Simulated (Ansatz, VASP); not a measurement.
# WS2 (Tungstenite): VASP beside Ansatz

One calculation is typed for both programs; each brings its own data sets. How far apart do they land? The cell is taken from a series of runs on this material, whose earlier steps may have relaxed, scaled, displaced or heated it; both programs get it as it stands.

Main program and level: Ansatz 0.2.0; plane waves, with VASP 6.6.1 beside it; G0W0 gap at HSE06 form with 40 % exact exchange, screening 0.2078 1/A with an exact-exchange share of 0.4.

## Step 1: The structure

It takes space group P6_3/mmc (No. 194, hexagonal). Conventional cell: a = 3.180 Å, b = 3.180 Å, c = 12.500 Å, α = 90.00°, β = 90.00°, γ = 120.00°. Nearest to W lie 6 S at 2.41 Å. Nearest to S lie 3 W at 2.41 Å. Farther neighbours and most contacts between anions are not listed.

As a file:

```cif
data_structure
_symmetry_space_group_name_H-M 'P 1'
_symmetry_Int_Tables_number 1
_cell_length_a 3.1800
_cell_length_b 3.1800
_cell_length_c 12.5000
_cell_angle_alpha 90.000
_cell_angle_beta 90.000
_cell_angle_gamma 120.000
_cell_volume 109.47
loop_
_atom_site_label
_atom_site_type_symbol
_atom_site_fract_x
_atom_site_fract_y
_atom_site_fract_z
_atom_site_occupancy
W1 W 0.33333 0.66667 0.25000 1
W2 W 0.66667 0.33333 0.75000 1
S3 S 0.33333 0.66667 0.62500 1
S4 S 0.66667 0.33333 0.12500 1
S5 S 0.33333 0.66667 0.87500 1
S6 S 0.66667 0.33333 0.37500 1
```

## Step 2: Ansatz: G0W0 gap, HSE06 form with 40 % exact exchange, screening 0.2078 1/A with an exact-exchange share of 0.4

Ansatz runs on its default PAW (the set named soft_2) files.

Quasiparticle shifts depend on high empty states and on the cores, so they are the hardest test of two PAW sets.

Contents of input.yaml:

```yaml
crystal:
  lattice:
    - [3.18, 0.0, 0.0]
    - [-1.59, 2.753960784, 0.0]
    - [0.0, 0.0, 12.5]
  atoms:
    - { symbol: W, position: [0.3333333333, 0.6666666667, 0.25] }
    - { symbol: W, position: [0.6666666667, 0.3333333333, 0.75] }
    - { symbol: S, position: [0.3333333333, 0.6666666667, 0.625] }
    - { symbol: S, position: [0.6666666667, 0.3333333333, 0.125] }
    - { symbol: S, position: [0.3333333333, 0.6666666667, 0.875] }
    - { symbol: S, position: [0.6666666667, 0.3333333333, 0.375] }
kpoints:
  mp_grid: { grid: [6, 6, 2] }
hamiltonian:
  xc:
    exchange: pbe
    correlation: pbe
    exx: { coeff: 0.4, omega: 0.2078 }
scf:
  occupations: { method: fixed }
gw:
  n_empty_bands: 456
  ecut_chi: 150.0
  qp_bands: [v2, c2]
  qp_kpoints: band_edges
  screening: { model: contour_deformation }
```

The run is started by

```
> ansatz run input.yaml --threads 3 --pin off --max-ram 64512MiB --backend cuda --devices 1 --max-vram 24GiB --events-out ev --progress --plain --runs-dir out
```

Numbers of over 12 decimals in the logs are rounded to 6 here.

Log:

```text
GPUs: using 1 of 1 available (devices: 1).
Engine: ansatz 0.2.0, x86_64-unknown-linux-gnu
Pseudopotentials: kind: paw
Pseudopotential: W, paw, valence charge 14, recommended cutoff 420 eV (normal), W.paw.azcp
Pseudopotential: S, paw, valence charge 6, recommended cutoff 420 eV (normal), S.paw.azcp
Functional definition: unnamed
  parameter a_1 = 0.4
  parameter omega_1 = 0.2078/angstrom
  exchange = pbe_x + (-a_1)*pbe_x_sr(omega_1) + a_1*exact_x_sr(omega_1)
  correlation = pbe_c
davidson cushion auto → on  (no smearing: the cushion is to keep the highest requested band from converging to the state above it; pin scf.eigensolver.cushion to override)
device memory: the entry about to start is reckoned to put 1.1 GiB on a device that reports 66.2 GiB free (of which the cap on the GPU budget leaves the run 24.0 GiB)
GPU FFT provider: cuFFT
GPU libraries: cuBLAS 13.8.2, cuFFT 12.4.0, cuSOLVER 12.3.4
Crystal: 6 atoms, lattice volume = 109.470 Å³
Basis set: ecut = 420 eV, 2129 PW (Γ)
Bands: 32, of which v1, the nominal top of the filled ones, is band 26 counted from 1 (25 counted from 0)
Symmetry: 24 space group operations
Space group: P63/mmc (ITA 194), of the structure as read, at distance tolerance 4.8e-5 Å
k-points: 14 of 72
Non-local potential: W, projectors of the file, l = 0: 3, l = 1: 2, l = 2: 2, l = 3: 1
Non-local potential: S, projectors of the file, l = 0: 2, l = 1: 2, l = 2: 2
PAW form: soft (Blöchl's): semilocal exchange-correlation on the pseudo side does not see the compensation charge
PAW frozen core: W, regenerated for the run's functional, and the local potential with it (the file was generated under x = pbe(κ = 0.804, μ = 0.219515), c = pbe(β = 0.066725))
PAW frozen core: S, regenerated for the run's functional, and the local potential with it (the file was generated under x = pbe(κ = 0.804, μ = 0.219515), c = pbe(β = 0.066725))
PAW one-centre angular grid: W, 590 points (default); XC on 64 Gauss nodes
PAW one-centre angular grid: S, 110 points (default); XC on 64 Gauss nodes
Initial density: superposition of atomic densities (neutral atoms: chi_scale 0, normalization atom), corrected by the library's trained network
Initial wavefunctions: pseudopotential atomic-orbital guess
GPU buffer pool allocated for 51840 grid points (all kernels)
GPU transforms: local potential and band sums: pruned to the plane-wave sphere, on 24×24×90
Functional: x = pbe(κ = 0.804, μ = 0.219515), c = pbe(β = 0.066725), warm-up for x = pbe(κ = 0.804, μ = 0.219515) + 0.4 (exact − pbe) at short range (hse, ω = 0.2078 Å⁻¹), c = pbe(β = 0.066725)
SCF iter   1: F=—  HF=-24382.794124 eV  |F-HF|=—  |Δ(HF+E_count)|=         —  Δρ=7.18e-3  dr2=4.97e-2  ethr=1.77e-3  ⟨swp⟩=6.5  Hψ=1974  notcnv=0
preconditioner: auto → none  [insulator: Δε(μ)=1.023 eV  Ē_g=8.462 eV  n_scr=26 (ndim 8)  ℏωp=21.3 eV  f_vac=0.025]
SCF iter   2: F=—  HF=-24382.807760 eV  |F-HF|=—  |Δ(HF+E_count)|=   1.36e-2  Δρ=5.90e-3  dr2=1.11e-1  ethr=9.57e-5  ⟨swp⟩=4.0  Hψ=1420  notcnv=0
SCF iter   3: F=—  HF=-24382.793258 eV  |F-HF|=—  |Δ(HF+E_count)|=   1.45e-2  Δρ=2.55e-3  dr2=1.16e-2  ethr=9.57e-5  ⟨swp⟩=3.7  Hψ=1197  notcnv=0
iter 4 solved again at ethr=1.16e-6 eV; its pass at ethr=2.23e-5 eV (dr2=6.01e-4 eV) is discarded
SCF iter   4: F=—  HF=-24382.793486 eV  |F-HF|=—  |Δ(HF+E_count)|=   2.29e-4  Δρ=9.52e-4  dr2=5.58e-4  ethr=1.16e-6  ⟨swp⟩=3.0  Hψ=2115  notcnv=0
SCF iter   5: F=-24382.793979 eV  HF=-24382.793954 eV  |F-HF|=2.45e-5  |Δ(HF+E_count)|=   4.68e-4  Δρ=1.83e-4  dr2=1.10e-5  ethr=1.07e-6  ⟨swp⟩=3.2  Hψ=1162  notcnv=0  defer=1
SCF 1 stopped early in 5 iterations: F = -24382.793979 eV  dr2 = 1.10e-5
  greatest PAW one-centre occupation: 0.999 electrons in one spin orbital (limit 2), on the W atom at site 1 (counted from 0), in its partial waves of l = 0
device memory: the entry about to start is reckoned to put 1.5 GiB (of the 1.5 GiB reckoned in all, the device holds 0.1 GiB already) on a device that reports 66.1 GiB free (of which the cap on the GPU budget leaves the run 23.9 GiB)
GPU FFT provider: cuFFT
GPU libraries: cuBLAS 13.8.2, cuFFT 12.4.0, cuSOLVER 12.3.4
Initial density: handed on by an earlier stage of this run
Initial wavefunctions: those handed on with the density
GPU buffer pool allocated for 51840 grid points (all kernels)
GPU transforms: local potential and band sums: pruned to the plane-wave sphere, on 24×24×90
Functional: x = pbe(κ = 0.804, μ = 0.219515) + 0.4 (exact − pbe) at short range (hse, ω = 0.2078 Å⁻¹), c = pbe(β = 0.066725)
[...]
iter 2 solved again at ethr=1.12e-9 eV; its pass at ethr=2.20e-8 eV (dr2=5.82e-7 eV) is discarded
SCF iter   2: F=—  HF=-24389.465607 eV  |F-HF|=—  |Δ(HF+E_count)|=   4.71e-6  Δρ=4.09e-5  dr2=3.35e-6  ethr=1.12e-9  ⟨swp⟩=2.2  Hψ=2373  notcnv=0
SCF iter   3: F=—  HF=-24389.465624 eV  |F-HF|=—  |Δ(HF+E_count)|=   1.79e-5  Δρ=3.15e-5  dr2=8.39e-7  ethr=1.11e-9  ⟨swp⟩=4.4  Hψ=1666  notcnv=0
SCF iter   4: F=—  HF=-24389.465624 eV  |F-HF|=—  |Δ(HF+E_count)|=   2.82e-7  Δρ=2.99e-6  dr2=4.84e-7  ethr=1.11e-9  ⟨swp⟩=3.0  Hψ=1232  notcnv=0
SCF iter   5: F=—  HF=-24389.465626 eV  |F-HF|=—  |Δ(HF+E_count)|=   2.19e-6  Δρ=1.20e-5  dr2=1.82e-7  ethr=6.47e-12  ⟨swp⟩=5.8  Hψ=1979  notcnv=0
[...]
Exchange-term sweep: 12 of 14 (spin, k) points
Exchange-term sweep: 13 of 14 (spin, k) points
Exchange-term sweep: 14 of 14 (spin, k) points
G₀W₀ screening: q 1/14
[... further progress lines ...]
hybrid SCF converged: 2 outer / 13 inner (+5 warm-up), last move |dexx| = 3.04e-5 eV, tail = 2.90e-7 eV
Stability not checked: this state was not tested for a lower state beside it, because the functional holds exact exchange (a hybrid, or Hartree-Fock), whose exchange loop this test does not read (fock_operator; see scf.lower_state_search)
Free energy (F): -24389.465628 eV
Frozen-core exchange: fock
Harris-Foulkes:  -24389.465628 eV  (|F-HF|=6.91e-11)
Internal energy: -24389.465628 eV  (E = F + TS)
E sigma→0 (E₀):  -24389.465628 eV
Fermi energy:    10.721229 eV
--- Per-component energies (eV) ---
  E_band       = -538.286845
  E_kinetic    = 1324.830823
  E_local      = -3614.525843  (includes V_loc(G=0)·N_el)
  E_nonlocal   = 116.465487
  E_hartree    = 1433.996666
  E_xc         = -625.991636
  E_vxc        = -560.746842  (∫ρ·V_xc dr)
  E_exx        = -202.464819  (= α·E_x^exact, valence–valence)
  E_paw        = -19624.144811  (= ΣΔE_a)
  E_vpaw       = -267.373819  (= ΣTr[D̂ρ^β])
  E_aug_tail   = -0.000116  (compensation charges beyond the density's cutoff)
  E_ewald      = -3187.763116
  E_core_change = -9.868263  (= ΣΔE_core)
  E_smearing   = -0.000000  (= −TS)
  E_closure    = -0.000000  (closes the sum)
  Σ components = -24389.465628   (vs F -24389.465628, Δ=-3.64e-12)
--- Band table (eV; the first three rows and the last of 14) ---
  k-point 0: bands = [... 22 lower, 8.0495, 8.6462, 9.4840, 10.7212, 14.1149, 14.1149, 14.1236]
  k-point 1: bands = [... 22 lower, 8.0231, 8.0231, 10.3459, 10.3459, 14.1043, 14.1043, 14.1043]
  k-point 2: bands = [... 22 lower, 7.8656, 8.7485, 9.3425, 9.7829, 13.2700, 13.7286, 13.9560]
  k-point 13: bands = [... 22 lower, 6.9513, 6.9513, 10.0381, 10.0381, 12.6417, 12.6417, 14.5859]
  guard bands above this table: 3 of the run's 32 bands. The solve was not asked for them (output.publish_guard_bands: true or output.eigenvalues: true publishes all)
--- G₀W₀: contour deformation, 7 samples at zero and on the imaginary axis and 2 off it, 72 q-points, 456 empty bands' worth ---
  eigenvalues of the whole cell's RPA ε∞ on this k-mesh (on a slab, of 1 + 4πα/V) = 4.2574, 9.9324, 9.9324; static W/v taken at q = 0 is 0.104938
  bands read: the sum over 482 bands ends inside a degenerate multiplet in 1 slot, whose members it reads at an even weight; the widest, k=0: bands 482 to 483 (counted from 1) at 1/2 each
  gw.qp_kpoints: band_edges: 10 of 14 stored k-points solved, in 1 pass; an edge of the gap read off the rows below is read off those points alone
    valence top: of the k-points left out ik 6 came nearest to being solved in a further pass, in band 26 (counted from 1, as in the quasiparticle table): it holds the edge there only if its correction is more favourable than any solved in that band by at least 1.715 eV; those differ by 0.161 eV
    conduction bottom: of the k-points left out ik 4 came nearest to being solved in a further pass, in band 27 (counted from 1, as in the quasiparticle table): it holds the edge there only if its correction is more favourable than any solved in that band by at least 0.692 eV; those differ by 0.150 eV
    ik  band        ε_KS         Σx   Σc(E_QP)       V_xc       Z   E_QP_lin       E_QP  E_QP is
     0    25      9.4840   -18.2351     0.8237   -17.5109  0.7883     9.5834     9.5835  root
     0    26     10.7212   -19.4714     0.4598   -19.0684  0.7915    10.7779    10.7779  root
     0    27     14.1149   -13.4460    -4.2205   -17.5585  0.7925    14.0071    14.0069  root
     0    28     14.1149   -13.4460    -4.2205   -17.5585  0.7925    14.0071    14.0069  root
     1    25     10.3459   -19.1454     0.6502   -18.5716  0.7916    10.4222    10.4223  root
     1    26     10.3459   -19.1454     0.6502   -18.5716  0.7916    10.4222    10.4223  root
     1    27     14.1043   -13.4273    -4.1895   -17.5069  0.7916    13.9945    13.9943  root
     1    28     14.1043   -13.4273    -4.1895   -17.5069  0.7916    13.9945    13.9943  root
     2    25      9.3425   -18.8082     0.9207   -18.0388  0.7864     9.4936     9.4939  root
     2    26      9.7829   -19.1490     0.7777   -18.4929  0.7892     9.9044     9.9046  root
     2    27     13.2700   -12.8609    -3.8901   -16.6197  0.7942    13.1389    13.1387  root
     2    28     13.7286   -13.8065    -3.9618   -17.6637  0.7861    13.6242    13.6240  root
     3    25      9.6795   -19.1496     0.8623   -18.4214  0.7887     9.8135     9.8137  root
     3    26      9.6795   -19.1496     0.8623   -18.4214  0.7887     9.8135     9.8137  root
     3    27     13.5732   -13.2428    -3.9890   -17.1022  0.7910    13.4437    13.4435  root
     3    28     13.5732   -13.2428    -3.9890   -17.1022  0.7910    13.4437    13.4435  root
     8    25      8.9207   -19.3172     1.0566   -18.4544  0.7836     9.1141     9.1145  root
     8    26      8.9534   -19.3594     1.0390   -18.5226  0.7829     9.1551     9.1555  root
     8    27     12.6472   -12.6068    -3.7269   -16.2392  0.8002    12.5528    12.5527  root
     8    28     13.5076   -13.8402    -4.0900   -17.8256  0.7885    13.4031    13.4030  root
     9    25      8.9424   -19.3463     1.0466   -18.4969  0.7834     9.1391     9.1395  root
     9    26      8.9424   -19.3463     1.0466   -18.4969  0.7834     9.1391     9.1395  root
     9    27     13.0535   -13.1265    -3.8806   -16.9096  0.7962    12.9561    12.9560  root
     9    28     13.0535   -13.1265    -3.8806   -16.9096  0.7962    12.9561    12.9560  root
[...]
12    25      9.9522   -18.4981     0.3965   -18.1418  0.7944     9.9924     9.9925  root
    12    26     10.1371   -18.9066     0.3393   -18.6115  0.7940    10.1813    10.1813  root
    12    27     12.6415   -15.4888    -3.7149   -19.2222  0.7914    12.6600    12.6600  root
    12    28     12.6415   -15.4888    -3.7149   -19.2222  0.7914    12.6600    12.6600  root
    13    25     10.0381   -18.6714     0.3668   -18.3459  0.7943    10.0794    10.0795  root
    13    26     10.0381   -18.6714     0.3668   -18.3459  0.7943    10.0794    10.0795  root
    13    27     12.6417   -15.4933    -3.7149   -19.2268  0.7914    12.6603    12.6603  root
    13    28     12.6417   -15.4933    -3.7149   -19.2268  0.7914    12.6603    12.6603  root
```

[end of part 1 of 2]

[Lines on the potential files, build, host, timing and source positions are cut from VASP's logs without a mark.]

[Logs are printed without paths, hosts, clocks, repeated set-up lines and the standing remarks that a program may print on its own settings, such as how far it seeks lower states.]

[Hosts, paths, dates, database ids (printed as entryN), source tags and the programs' standing remarks are cut or masked in the printed files.]
